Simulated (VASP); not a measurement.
An input for Quantum ESPRESSO's pw.x (written as the equivalent of a VASP run, and not itself run):

```
&CONTROL
  calculation = 'vc-relax'
  pseudo_dir = './pseudo'
  outdir = './out'
  tprnfor = .true.
  tstress = .true.
  nstep = 40
  forc_conv_thr = 0.00078
/
&SYSTEM
  ibrav = 0
  nat = 5
  ntyp = 3
  ecutwfc = 84
  occupations = 'smearing'
  smearing = 'gaussian'
  degauss = 0.003675
  input_dft = 'pbe'
/
&ELECTRONS
  conv_thr = 7.3e-08
  electron_maxstep = 100
/
&IONS
/
&CELL
/
ATOMIC_SPECIES
  Ba 137.327 Ba.upf
  Ti 47.867 Ti.upf
  O 15.999 O.upf
CELL_PARAMETERS angstrom
     4.0337537    0.0000000    0.0000000
     0.0000000    4.0337537    0.0000000
     0.0000000    0.0000000    4.0337537
ATOMIC_POSITIONS crystal
  Ba   0.0000000  0.0000000  0.0000000
  Ti   0.5000000  0.5000000  0.5000000
  O    0.5000000  0.0000000  0.5000000
  O    0.0000000  0.5000000  0.5000000
  O    0.5000000  0.5000000  0.0000000
K_POINTS automatic
  6 6 6 0 0 0
```

**Question.** Translate this input to VASP (INCAR, KPOINTS, POSCAR, choice of POTCAR).

**Answer.** One answer among several that fit: 
File POSCAR:
```
BaTiO3
1
    4.0337536518     0.0000000000     0.0000000000
    0.0000000000     4.0337536518     0.0000000000
    0.0000000000     0.0000000000     4.0337536518
Ba Ti O
1 1 3
Direct
  0.0000000000   0.0000000000   0.0000000000
  0.5000000000   0.5000000000   0.5000000000
  0.5000000000   0.0000000000   0.5000000000
  0.0000000000   0.5000000000   0.5000000000
  0.5000000000   0.5000000000   0.0000000000
```

### INCAR
```
SYSTEM = BaTiO3
PREC = Accurate
ENCUT = 620
EDIFF = 1E-6
NELM = 100
ALGO = Normal
LREAL = .FALSE.
LASPH = .TRUE.
ISMEAR = 0
SIGMA = 0.05
GGA = PE
LMAXMIX = 4
LWAVE = .FALSE.
LCHARG = .FALSE.
IBRION = 2
ISIF = 3
NSW = 40
EDIFFG = -0.02
```

KPOINTS:
```
K-points
0
G
6 6 6
```

POTCAR, in this order: Ba_sv Ti_sv O (PBE.64 set). Program: vasp_std.

The two are equivalent in intent, not identical: the potentials are each code's own (VASP's PAW set, PseudoDojo norm-conserving files in pw.x), so ENCUT and ecutwfc are chosen apart and not converted; conv_thr bounds pw.x's estimated SCF error, while EDIFF bounds the energy change between steps; forc_conv_thr acts on force components and is met together with etot_conv_thr.

The compound is BaTiO3 in the cubic perovskite structure, the ideal cubic form; the compound distorts at low or room temperature. This run relaxes it. Symmetry was kept, so distortions that lower it aren't found.
